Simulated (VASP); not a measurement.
Computed with PBE GGA, VASP's PBE PAW potentials (set 64) (plane waves; VASP).

A VASP calculation is set up with these files.

File POSCAR:
```
Mg
1.0
  1.5796004827  -2.7359487386   0.0000000000
  1.5796004827   2.7359487386   0.0000000000
  0.0000000000   0.0000000000   5.0330254733
Mg
2
Cartesian
  1.5796004827   0.9119847368   1.2582563683
  1.5796004827  -0.9119847368   3.7747691050
```

### INCAR
```
SYSTEM = Mg
PREC = Accurate
ENCUT = 480
EDIFF = 1E-7
NELM = 100
ALGO = Normal
LREAL = .FALSE.
LASPH = .TRUE.
ISMEAR = 1
SIGMA = 0.1
GGA = PE
LWAVE = .FALSE.
LCHARG = .FALSE.
ISIF = 3
IBRION = 2
NSW = 40
EDIFFG = -0.01
PSTRESS = 20
```

### KPOINTS
```
Automatic mesh
0
Gamma
12 12 8
0 0 0
```

POTCAR, in this order: Mg (PBE.64 set). Program: vasp_std.

Output

OSZICAR:
```
       N       E                     dE             d eps       ncg     rms          rms(c)
DAV:   1     0.364417342291E-01    0.36442E-01   -0.12582E+03  1140   0.445E+02
DAV:   2    -0.298596929287E+01   -0.30224E+01   -0.28900E+01  1566   0.286E+01
DAV:   3    -0.301217760573E+01   -0.26208E-01   -0.25093E-01  1554   0.330E+00
DAV:   4    -0.301229441905E+01   -0.11681E-03   -0.11682E-03  1536   0.172E-01
DAV:   5    -0.301229478467E+01   -0.36562E-06   -0.36547E-06  1626   0.935E-03    0.961E-01
DAV:   6    -0.300579899872E+01    0.64958E-02   -0.45746E-04  1380   0.256E-01    0.615E-01
DAV:   7    -0.299829152544E+01    0.75075E-02   -0.17596E-03  1242   0.438E-01    0.331E-02
DAV:   8    -0.299830025888E+01   -0.87334E-05   -0.11833E-05  1800   0.303E-02    0.743E-03
DAV:   9    -0.299829913233E+01    0.11266E-05   -0.12151E-06  1374   0.780E-03    0.647E-04
DAV:  10    -0.299829897509E+01    0.15724E-06   -0.47460E-09  1062   0.652E-04    0.110E-04
DAV:  11    -0.299829897472E+01    0.36701E-09   -0.47921E-10   792   0.201E-04
   1 F= -.24552566E+01 E0= -.24553540E+01  d E =-.245526E+01
```

OUTCAR:
```
------------------------ aborting loop because EDIFF is reached ----------------------------------------
  FORCE on cell =-STRESS in cart. coord.  units (eV):
  Direction    XX          YY          ZZ          XY          YZ          ZX
  --------------------------------------------------------------------------------------
  Total        0.5300335      0.5300336      0.5620542      0.0000000      0.0000000      0.0000000
  in kB       19.5208866     19.5208930     20.7001951      0.0000000      0.0000000      0.0000000
  external PRESSURE =      -0.0860085 kB  Pullay stress =      20.0000000 kB
  volume of cell :       43.50
      direct lattice vectors                 reciprocal lattice vectors
     1.579600483 -2.735948739  0.000000000     0.316535735 -0.182751962  0.000000000
     1.579600483  2.735948739  0.000000000     0.316535735  0.182751962  0.000000000
     0.000000000  0.000000000  5.033025473     0.000000000  0.000000000  0.198687649
 POSITION                                       TOTAL-FORCE (eV/Angst)
 -----------------------------------------------------------------------------------
      1.57960      0.91198      1.25826         0.000000     -0.000000      0.000000
      1.57960     -0.91198      3.77477        -0.000000      0.000000      0.000000
 -----------------------------------------------------------------------------------
    total drift:                               -0.000001     -0.000006      0.000001
  FREE ENERGIE OF THE ION-ELECTRON SYSTEM (eV)
  ---------------------------------------------------
  free  energy   TOTEN  =        -2.9982989747 eV

  energy  without entropy=       -2.9985914281  energy(sigma->0) =       -2.99839646
  enthalpy is  TOTEN    =        -2.4552565607 eV   P V=        0.5430424140

 reached required accuracy - stopping structural energy minimisation
```
(Selected blocks of OUTCAR.)

### OUTCAR
```
 val. band max:        2.7898875900   @ k =   0.3333   0.0833   0.1250

 cond. band min:       2.8545114794   @ k =   0.4167   0.1667   0.5000


 Fermi energy:         2.8314096165

 k-point     1 :       0.0000    0.0000    0.0000
  band No.  band energies     occupation
      1      -4.2460      2.00000
      2       1.2524      2.00000
      3       1.8631      2.00000
      4      13.9714      0.00000
      5      13.9714      0.00000
      6      14.1518      0.00000

 k-point     2 :       0.0833    0.0000    0.0000
  band No.  band energies     occupation
      1      -4.1060      2.00000
      2       1.3793      2.00000
      3       1.9979      2.00000
      4      11.6886      0.00000
      5      12.7860      0.00000
      6      13.6274      0.00000

 k-point     3 :       0.1667    0.0000    0.0000
  band No.  band energies     occupation
      1      -3.6874      2.00000
      2       1.7602      2.00000
      3       2.3959      2.00000
      4       9.1191      0.00000
      5      11.7425      0.00000
      6      12.3699      0.00000

 k-point     4 :       0.2500    0.0000    0.0000
  band No.  band energies     occupation
      1      -2.9940      2.00000
      2       2.3958      2.00000
      3       3.0258     -0.01910
      4       6.7522      0.00000
      5      10.9313      0.00000
      6      11.0632      0.00000

 k-point     5 :       0.3333    0.0000    0.0000
  band No.  band energies     occupation
      1      -2.0321      2.00000
      2       3.2870     -0.00000
      3       3.5872     -0.00000
      4       4.9178      0.00000
      5       9.4478      0.00000
      6       9.6474      0.00000

 k-point     6 :       0.4167    0.0000    0.0000
  band No.  band energies     occupation
      1      -0.8111      2.00000
      2       2.3186      2.00000
      3       4.4333     -0.00000
      4       5.3677      0.00000
      5       7.5266      0.00000
      6       8.1395      0.00000
...
```

The compound is Mg in the hcp structure. It was relaxed first under an external pressure of 2 GPa.
